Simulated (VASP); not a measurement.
Computed with PBE GGA, VASP's PBE PAW potentials (set 64) (plane waves; VASP).

A VASP calculation is set up with these files.

File POSCAR:
```
FePt
1.0
  2.7215972310   0.0000000000   0.0000000000
  0.0000000000   2.7215972310   0.0000000000
  0.0000000000   0.0000000000   3.7730744361
Fe Pt
1 1
Direct
  0.0000000000   0.0000000000   0.0000000000
  0.5000000000   0.5000000000   0.5000000000
```

**INCAR**
```
SYSTEM = FePt
PREC = Accurate
ENCUT = 500
EDIFF = 1E-6
NELM = 100
ALGO = Normal
LREAL = .FALSE.
LASPH = .TRUE.
ISMEAR = 1
SIGMA = 0.1
GGA = PE
LMAXMIX = 6
ISPIN = 2
MAGMOM = 2.9 0.3
LORBIT = 10
LWAVE = .FALSE.
LCHARG = .FALSE.
IBRION = 2
ISIF = 3
NSW = 40
EDIFFG = -0.02
```

File KPOINTS:
```
K-points
0
Gamma
 13 13 10
```

POTCAR, in this order: Fe Pt (PBE.64 set). Program: vasp_std.

Unless said otherwise, spin-orbit coupling is left out, though it shifts the bands of the heavy elements here.

Q: What does the run give for the energy per atom (σ→0), cell moment, band gap (on the k-mesh)?

A: 
```json
{
  "energy per atom (σ→0)": "-7.404 eV/atom",
  "cell_moment": "3.26 μB",
  "band gap (on the k-mesh)": "none (metal, semimetal or under 0.01 eV)"
}
```

File OSZICAR:
```
...
DAV:   8    -0.148989947059E+02    0.22190E-01   -0.45783E-01 12030   0.103E+01    0.414E+00
DAV:   9    -0.148192505123E+02    0.79744E-01   -0.12438E-01 14670   0.756E+00    0.170E+00
DAV:  10    -0.148091760363E+02    0.10074E-01   -0.35323E-02 15277   0.361E+00    0.621E-01
DAV:  11    -0.148084817130E+02    0.69432E-03   -0.19002E-03 13025   0.661E-01    0.261E-01
DAV:  12    -0.148082972488E+02    0.18446E-03   -0.30333E-04 14505   0.269E-01    0.687E-02
DAV:  13    -0.148083071927E+02   -0.99439E-05   -0.42566E-05 13582   0.125E-01    0.326E-02
DAV:  14    -0.148083071762E+02    0.16491E-07   -0.17852E-06  9671   0.223E-02
   1 F= -.14808307E+02 E0= -.14808233E+02  d E =-.148083E+02  mag=     3.2640
```

The compound is FePt in the L1_0 structure. It was relaxed first.
